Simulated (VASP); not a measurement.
HPbNO4: band structure with rev-vdW-DF2

HPbNO4:

```
H Pb N O
1.0
     4.11822    0.09943    0.16916
     1.87232    3.76198    0.10718
     1.72824    1.17811    6.34039
H Pb N O
1 1 1 4
Direct
  0.89503 0.68243 0.61928
  0.13678 0.94260 0.88489
  0.25712 0.28513 0.30523
  0.83355 0.65050 0.77726
  0.39420 0.20998 0.11552
  0.31197 0.02888 0.46469
  0.07008 0.61629 0.32462
```

The cell was built by a generator and needn't be a form met in nature.

```yaml
Program: VASP 6.6.1
Task: band structure
Functional: rev-vdW-DF2
Potentials_or_basis: VASP PAW PBE potentials, release 64 (H, Pb_d, N, O)
Cutoff: 520 eV
k_mesh: 7 × 7 × 5
Occupations: fermi-dirac, width 0.05 eV
Spin: no spin polarisation
Further_INCAR_settings: ALGO = Normal; EDIFF = 1e-06
```

```json
{"Pressure": "0.2 GPa", "Largest force": "0.011 eV/Å", "Band gap on the k mesh": "2.55 eV, indirect (least direct gap 2.58 eV)", "Band gap along the path": "2.81 eV, direct"}
```

Forces in eV/Å, atoms in the order of the input:
```
H   -0.001  0.005 -0.007
Pb   0.000  0.002  0.003
N    0.001  0.002 -0.008
O   -0.003  0.003  0.010
O    0.001 -0.001  0.010
O    0.005 -0.006 -0.003
O   -0.002 -0.006 -0.004
```

Levels at the corners of the path, in eV from the valence-band top:
| point | band 20 | band 21 | band 22 | band 23 | band 24 | band 25 |
| --- | --- | --- | --- | --- | --- | --- |
| X | -1.47 | -0.64 | -0.10 | 3.09 | 4.64 | 5.80 |
| Γ | -1.40 | -1.38 | -0.78 | 3.49 | 4.39 | 5.75 |
| Γ | -1.40 | -1.38 | -0.78 | 3.49 | 4.39 | 5.75 |
| Y | -1.37 | -1.25 | -0.95 | 3.38 | 3.81 | 5.86 |
| L | -1.64 | -0.58 | -0.05 | 3.16 | 4.25 | 5.68 |
| Γ | -1.40 | -1.38 | -0.78 | 3.49 | 4.39 | 5.75 |
| Γ | -1.40 | -1.38 | -0.78 | 3.49 | 4.39 | 5.75 |
| Z | -1.31 | -0.59 | 0.00 | 2.81 | 4.28 | 5.54 |
| N | -1.68 | -0.64 | -0.12 | 3.12 | 4.25 | 5.81 |
| Γ | -1.40 | -1.38 | -0.78 | 3.49 | 4.39 | 5.75 |
| Γ | -1.40 | -1.38 | -0.78 | 3.49 | 4.39 | 5.75 |
| M | -1.34 | -0.38 | -0.06 | 2.86 | 4.07 | 5.85 |
| R | -1.55 | -0.74 | -0.14 | 3.01 | 4.71 | 5.89 |
| Γ | -1.40 | -1.38 | -0.78 | 3.49 | 4.39 | 5.75 |

Run time: 91 s on 4 MPI ranks on Intel(R) Xeon(R) 6975P-C (Granite Rapids), on a shared host, peak memory 0.71 GiB a rank.

Caveat: the standard files for N, O and F lose accuracy on very short bonds; the PAW data sets were made with another functional, which shifts forces and pressure a little; spin-orbit coupling is left out, which as a rule narrows the gap of such compounds by several tenths of an eV.
